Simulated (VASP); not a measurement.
Energy against volume of CdS (zinc blende). Calculation: MS2 meta-GGA, VASP's PBE PAW potentials (set 64) (plane waves; VASP).

| V (Å³/atom) | E (eV/atom) |
|---|---|
| 23.921 | -3.89379 |
| 24.685 | -3.90863 |
| 25.448 | -3.91337 |
| 26.212 | -3.90951 |
| 26.975 | -3.89836 |

Problem. Fit a third-order Birch-Murnaghan equation of state.

Solution. 
```
Item                                              Value
---------------------------------------  --------------
volume per atom                          25.47 Å^3/atom
bulk modulus                                   59.8 GPa
pressure derivative of the bulk modulus            4.46
lattice constant a                          11.120 bohr
```

Measured: a 5.832 Å (computed value off by +0.9 %), as given by arXiv:1206.3780. The calculation is for a static lattice, while the measured a holds thermal and zero-point effects, which are part of the difference.

The compound is CdS in the zinc blende structure, a metastable form; wurtzite is the usual one. It was relaxed first.
